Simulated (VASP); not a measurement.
Level of theory: r2SCAN+rVV10, VASP's PBE PAW potentials (set 64) (plane waves; VASP 6.6.1).

VASP ran on this input.

File KPOINTS_OPT:
```
k-points along high-symmetry lines
6
Line-mode
Reciprocal
  0.000000   0.000000   0.000000 ! GAMMA
  0.500000   0.000000   0.000000 ! M

  0.500000   0.000000   0.000000 ! M
  0.333333   0.333333   0.000000 ! K

  0.333333   0.333333   0.000000 ! K
  0.000000   0.000000   0.000000 ! GAMMA

  0.000000   0.000000   0.000000 ! GAMMA
  0.000000   0.000000   0.500000 ! A

  0.000000   0.000000   0.500000 ! A
  0.500000   0.000000   0.500000 ! L

  0.500000   0.000000   0.500000 ! L
  0.333333   0.333333   0.500000 ! H

  0.333333   0.333333   0.500000 ! H
  0.000000   0.000000   0.500000 ! A

  0.500000   0.000000   0.500000 ! L
  0.500000   0.000000   0.000000 ! M

  0.333333   0.333333   0.500000 ! H
  0.333333   0.333333   0.000000 ! K
```

KPOINTS:
```
Automatic
0
G
18 18 9
```

### POSCAR
```
Zn
1
    2.6393041834    -0.0000000000    -0.0000000000
   -1.3196520917     2.2857045113    -0.0000000000
   -0.0000000000    -0.0000000000     4.6312362376
Zn
2
Direct
  0.3333330000   0.6666670000   0.2500000000
  0.6666670000   0.3333330000   0.7500000000
```

**INCAR**
```
LCHARG=F
NELM=100   # most electronic steps
ALGO=Normal   # blocked Davidson
SYSTEM=Zn
LUSE_VDW=T
ISIF=2   # forces and stress, cell fixed
LASPH=T   # aspherical one-centre terms
BPARAM=11.95
ISMEAR=-5
EDIFF=1E-7   # SCF stop (eV)
LWAVE=F
PREC=Accurate
LREAL=F   # projection in real space or not
METAGGA=R2SCAN
ENCUT=400   # plane-wave cut-off (eV)
CPARAM=0.0093
NEDOS=601   # DOS grid
LMAXMIX=4
LMIXTAU=T
LORBIT=11
```

POTCAR, in this order: Zn (PBE.64 set). Program: vasp_std.

Output

File OUTCAR:
```
 ion  position               nearest neighbor table
   1  0.333  0.667  0.250-   2 2.77   2 2.77   2 2.77   2 2.77   2 2.77   2 2.77
   2  0.667  0.333  0.750-   1 2.77   1 2.77   1 2.77   1 2.77   1 2.77   1 2.77
  LATTYP: Found a hexagonal cell.
 ALAT       =     2.6393041834
 C/A-ratio  =     1.7547186363
 Subroutine PRICEL returns:
 Original cell was already a primitive cell.
 Subroutine GETGRP returns: Found 24 space group operations
The static configuration has the point symmetry D_3d.
 The point group associated with its full space group is D_6h.
The dynamic configuration has the point symmetry D_3d.
 Subroutine INISYM returns: Found 24 space group operations
 Subroutine IBZKPT returns following result:
 Found    185 irreducible k-points:

 Following reciprocal coordinates:
            Coordinates               Weight
  0.000000  0.000000  0.000000      1.000000
  0.055556 -0.000000  0.000000      6.000000
  0.111111 -0.000000  0.000000      6.000000
  0.166667  0.000000  0.000000      6.000000
  0.222222  0.000000  0.000000      6.000000
  0.277778 -0.000000  0.000000      6.000000
  0.333333  0.000000  0.000000      6.000000
  0.388889 -0.000000  0.000000      6.000000
  0.444444  0.000000  0.000000      6.000000
  0.500000 -0.000000  0.000000      3.000000
  0.055556  0.055556  0.000000      6.000000
  0.111111  0.055556  0.000000     12.000000
  0.166667  0.055556  0.000000     12.000000
  0.222222  0.055556  0.000000     12.000000
  0.277778  0.055556  0.000000     12.000000
  0.333333  0.055556  0.000000     12.000000
  0.388889  0.055556  0.000000     12.000000
  0.444444  0.055556  0.000000     12.000000
  0.111111  0.111111  0.000000      6.000000
  0.166667  0.111111  0.000000     12.000000
  0.222222  0.111111  0.000000     12.000000
  0.277778  0.111111  0.000000     12.000000
...
```

**OSZICAR**
```
       N       E                     dE             d eps       ncg     rms          rms(c)
DAV:   1     0.687017313257E+02    0.68702E+02   -0.11448E+04  6080   0.213E+03
DAV:   2    -0.176576831067E+02   -0.86359E+02   -0.85451E+02  6056   0.283E+02
DAV:   3    -0.201323861640E+02   -0.24747E+01   -0.24713E+01  7216   0.604E+01
DAV:   4    -0.201391515138E+02   -0.67653E-02   -0.67668E-02  7104   0.321E+00
DAV:   5    -0.201391620732E+02   -0.10559E-04   -0.10562E-04  7120   0.102E-01    0.493E+00
DAV:   6    -0.175625669542E+02    0.25766E+01   -0.28128E+00  5968   0.376E+01    0.467E+00
DAV:   7    -0.170324298783E+02    0.53014E+00   -0.25077E-01  7040   0.994E+00    0.240E+00
DAV:   8    -0.171101906105E+02   -0.77761E-01   -0.94739E-02  6704   0.371E+00    0.381E-01
DAV:   9    -0.171136248600E+02   -0.34342E-02   -0.23876E-02  6240   0.163E+00    0.159E-01
DAV:  10    -0.171133034371E+02    0.32142E-03   -0.10998E-02  7528   0.197E+00    0.982E-02
DAV:  11    -0.171138506730E+02   -0.54724E-03   -0.12033E-02  6320   0.794E-01    0.766E-02
DAV:  12    -0.171139010954E+02   -0.50422E-04   -0.54801E-04  6432   0.242E-01    0.908E-02
DAV:  13    -0.171154520913E+02   -0.15510E-02   -0.69207E-04  6320   0.357E-01    0.183E-02
DAV:  14    -0.171157428937E+02   -0.29080E-03   -0.19490E-04  6416   0.127E-01    0.116E-02
DAV:  15    -0.171157408854E+02    0.20083E-05   -0.17896E-05  6952   0.478E-02    0.112E-02
DAV:  16    -0.171157314233E+02    0.94621E-05   -0.27736E-06  6168   0.258E-02    0.123E-03
DAV:  17    -0.171157274059E+02    0.40174E-05   -0.59147E-07  6800   0.870E-03    0.462E-04
DAV:  18    -0.171157265073E+02    0.89860E-06   -0.75259E-07  3848   0.242E-03    0.272E-03
DAV:  19    -0.171157261154E+02    0.39187E-06   -0.62124E-08  3328   0.274E-03    0.270E-03
DAV:  20    -0.171157259128E+02    0.20259E-06   -0.20859E-08  3256   0.250E-03    0.299E-03
DAV:  21    -0.171157276825E+02   -0.17697E-05   -0.16415E-06  4232   0.232E-03    0.104E-03
DAV:  22    -0.171157276082E+02    0.74318E-07   -0.66830E-09  3168   0.129E-03
   1 F= -.17115728E+02 E0= -.17115728E+02  d E =0.000000E+00
       N       E                     dE             ncg
```

### OUTCAR
```
------------------------ aborting loop because EDIFF is reached ----------------------------------------
  FORCE on cell =-STRESS in cart. coord.  units (eV):
  Direction    XX          YY          ZZ          XY          YZ          ZX
  --------------------------------------------------------------------------------------
  Total       -0.0109936     -0.0109936     -0.0013352      0.0000000     -0.0000000     -0.0000000
  in kB       -0.6304428     -0.6304428     -0.0765710      0.0000000     -0.0000000     -0.0000000
  external PRESSURE =      -0.4458188 kB  Pullay stress =       0.0000000 kB
  volume of cell :       27.94
      direct lattice vectors                 reciprocal lattice vectors
     2.639304183  0.000000000  0.000000000     0.378887741  0.218750935  0.000000000
    -1.319652092  2.285704511  0.000000000     0.000000000  0.437501871  0.000000000
     0.000000000  0.000000000  4.631236238     0.000000000  0.000000000  0.215925068
 POSITION                                       TOTAL-FORCE (eV/Angst)
 -----------------------------------------------------------------------------------
     -0.00000      1.52380      1.15781         0.000000     -0.000000      0.000000
      1.31965      0.76190      3.47343        -0.000000      0.000000      0.000000
 -----------------------------------------------------------------------------------
    total drift:                                0.000008     -0.000005      0.000032
  FREE ENERGIE OF THE ION-ELECTRON SYSTEM (eV)
  ---------------------------------------------------
  free  energy   TOTEN  =       -17.1157276082 eV

  energy  without entropy=      -17.1157276082  energy(sigma->0) =      -17.11572761

 total charge

# of ion       s       p       d       tot
------------------------------------------
    1        0.585   0.517   9.733  10.835
    2        0.585   0.517   9.733  10.835
--------------------------------------------------
tot          1.169   1.034  19.466  21.670
```
(Selected blocks of OUTCAR.)

**OUTCAR**
```
 val. band max:        3.8446990336   @ k =   0.3333   0.3333   0.3333

 cond. band min:       3.2768460536   @ k =   0.3333   0.3333   0.0000


 Fermi energy:         3.6342189235

 k-point     1 :       0.0000    0.0000    0.0000
  band No.  band energies     occupation
      1      -7.9995      2.00000
      2      -5.6518      2.00000
      3      -4.7769      2.00000
      4      -4.5822      2.00000
      5      -4.5822      2.00000
      6      -4.5039      2.00000
      7      -4.5039      2.00000
      8      -4.2228      2.00000
      9      -4.2227      2.00000
     10      -3.9033      2.00000
     11      -3.9032      2.00000
     12      -0.3904      2.00000
     13       1.2935      2.00000
     14      20.9890      0.00000
     15      21.9365      0.00000
     16      21.9368      0.00000

 k-point     2 :       0.0556   -0.0000    0.0000
  band No.  band energies     occupation
      1      -7.9022      2.00000
      2      -5.6117      2.00000
      3      -4.7720      2.00000
      4      -4.5884      2.00000
      5      -4.5594      2.00000
      6      -4.5145      2.00000
      7      -4.4823      2.00000
      8      -4.2432      2.00000
      9      -4.2335      2.00000
     10      -3.9689      2.00000
     11      -3.9007      2.00000
     12      -0.2218      2.00000
     13       1.3437      2.00000
     14      20.0021      0.00000
     15      20.9203      0.00000
     16      21.0977      0.00000

 k-point     3 :       0.1111   -0.0000    0.0000
  band No.  band energies     occupation
      1      -7.6135      2.00000
      2      -5.5009      2.00000
      3      -4.7693      2.00000
      4      -4.5956      2.00000
      5      -4.5332      2.00000
      6      -4.4912      2.00000
      7      -4.4190      2.00000
      8      -4.3185      2.00000
      9      -4.2633      2.00000
     10      -4.1128      2.00000
     11      -3.8942      2.00000
     12       0.2469      2.00000
     13       1.5005      2.00000
...
```

For a metal the tetrahedron method with Blöchl corrections gives inexact stress and forces.

The structure comes from a measured Zn entry (P6_3/mmc) of the Crystallography Open Database, whose conditions weren't checked. It was relaxed first, which changed the volume by -8 %.
